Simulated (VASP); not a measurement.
The system is Si2Mo.

```xyz
3
Lattice="-1.6000 1.6000 3.9305 1.6000 -1.6000 3.9305 1.6000 1.6000 -3.9305" Properties=species:S:1:pos:R:3 pbc="T T T"
Si    0.0000    0.0000    2.6177
Si    0.0000    0.0000    5.2433
Mo    0.0000    0.0000    0.0000
```

* Program: VASP 6.6.1
* Task: relaxation of cell and atoms
* Functional: RPBE
* Potentials or basis: VASP PAW PBE potentials, release 64 (Si, Mo_sv)
* Cutoff: 600 eV
* k mesh: 16 × 16 × 16
* Occupations: methfessel-paxton, width 0.1 eV
* Spin: no spin polarisation

At the start: pressure 4.7 GPa; volume 13.42 Å³/atom.

Question: Where does the relaxation end?

Answer: Over 6 steps the energy falls by 6.0 meV/atom and the volume is 13.73 Å³/atom (+2.4 %); space group I4/mmm (No. 139, to 0.05 Å).

The path:
```
step  energy change (eV)  largest force (eV/Å)  pressure (GPa)  volume (Å³)
   1              0.0000                0.2445            4.69        40.25
   2              0.0100                0.1420           -6.20        42.58
   3             -0.0156                0.1935           -0.40        41.25
   4             -0.0178                0.0324           -0.04        41.22
   5             -0.0178                0.0233           -0.05        41.22
   6             -0.0180                0.0018            0.08        41.19
```

Final structure:
```yaml
crystal:
  lattice:
    - [-1.61467, 1.61467, 3.95016]
    - [1.61467, -1.61467, 3.95016]
    - [1.61467, 1.61467, -3.95016]
  atoms:
    - { symbol: Si, position: [0.33505, 0.33505, 0.00000] }
    - { symbol: Si, position: [0.66495, 0.66495, 0.00000] }
    - { symbol: Mo, position: [0.00000, 0.00000, 0.00000] }
```

Caveat: the PAW data sets were made with another functional, which shifts forces and pressure a little.
